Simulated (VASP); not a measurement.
Ga2SnO:

```
Ga Sn O
1.0
    -2.60500    2.60500    5.21500
     2.60500   -2.60500    5.21500
     2.60500    2.60500   -5.21500
Ga Sn O
4 2 2
Direct
  0.53500 0.62500 0.41000
  0.87500 0.46500 0.09000
  0.37500 0.78500 0.91000
  0.21500 0.12500 0.59000
  0.75000 0.25000 0.50000
  0.00000 0.00000 0.00000
  0.50000 0.50000 0.00000
  0.25000 0.75000 0.50000
```

The cell was built by a generator and needn't be a form met in nature.

```yaml
Program: VASP 6.6.1
Task: relaxation of cell and atoms
Functional: PBE
Potentials_or_basis: VASP PAW PBE potentials, release 64 (Ga_d, Sn_d, O)
Cutoff: 520 eV
k_mesh: 4 × 4 × 4
Occupations: gaussian, width 0.15 eV
Spin: no spin polarisation
```

At the start: pressure 11.3 GPa; volume 17.69 Å³/atom.

Q: Where does the relaxation end?

A: Over 3 steps the energy falls by 78.0 meV/atom and the volume is 20.18 Å³/atom (+14.1 %); space group I-42d (No. 122, to 0.05 Å).

The path:
```
step  energy change (eV)  largest force (eV/Å)  pressure (GPa)  volume (Å³)
   1              0.0000                0.1893           11.27       141.56
   2             -0.5687                0.0910           -2.25       168.62
   3             -0.6242                0.0363            0.10       161.46
```

Final structure:
```xyz
8
Lattice="-2.7159 2.7159 5.4723 2.7159 -2.7159 5.4723 2.7159 2.7159 -5.4723" Properties=species:S:1:pos:R:3 pbc="T T T"
Ga    1.3579    0.8619    4.1043
Ga   -0.8619    1.3579    6.8404
Ga    3.5777    1.3579    1.3681
Ga    1.3579    1.8540   -1.3681
Sn    0.0000    2.7159    2.7362
Sn    0.0000    0.0000    0.0000
O     0.0000    0.0000    5.4723
O     2.7159    0.0000    2.7362
```

Caveat: the k mesh is coarse (spacing up to 0.43 Å⁻¹), so the values aren't converged.
